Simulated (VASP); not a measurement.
A convergence study with VASP on MnO (rock salt, AFM-II order): one setting is varied, all else stays as given below, so the limit is that of these other settings.

```
MnO
1.0
    4.44000     2.22000     2.22000
    2.22000     4.44000     2.22000
    2.22000     2.22000     4.44000
Mn O
2 2
Direct
  0.00000   0.00000   0.00000
  0.50000   0.50000   0.50000
  0.25000   0.25000   0.25000
  0.75000   0.75000   0.75000
```
Starting moments (μB, in the order of the record's atoms Mn Mn O O): 5.0 -5.0 0.0 0.0.

Calculation: PBE GGA, VASP's PBE PAW potentials (set 64) (plane waves; VASP). The tightest run used: 700 eV cut-off, 9×9×9 Monkhorst-Pack mesh, Gaussian smearing of 0.050 eV, potentials Mn_pv O.

The reference is 9×9×9 mesh, which took about 20 core-minutes. The timings are rough (shared machines, no repeats); factors under 2 mean little.

Question: Of the settings 1×1×1 mesh; 2×2×2 mesh; 3×3×3 mesh; 4×4×4 mesh; 5×5×5 mesh; 6×6×6 mesh; 7×7×7 mesh; 8×8×8 mesh; 9×9×9 mesh, which is the lowest that keeps the difference from the reference in E (eV/atom) within 0.002 from there on, and what does it cost?

Answer: 5×5×5 mesh; its cost over the reference is about 1/4.
```
setting     difference in E (eV/atom)  cost over the reference
----------  -------------------------  -----------------------
1×1×1 mesh                     1.2439               about 1/20
2×2×2 mesh                     0.1279               about 1/20
3×3×3 mesh                     0.0150                about 1/9
4×4×4 mesh                     0.0051                about 1/7
5×5×5 mesh                     0.0014                about 1/4
6×6×6 mesh                     0.0004                about 1/3
7×7×7 mesh                     0.0001     within a factor of 2
8×8×8 mesh                     0.0000     within a factor of 2
9×9×9 mesh                     0.0000                reference
```

Left out are rungs that failed or repeat a setting and relaxations that didn't move; long series are thinned to 24 rows.

The compound is MnO in the rock salt, AFM-II order structure. The cell was not relaxed at this level. The spin order is the one that the start imposed; others were not tried in this run.
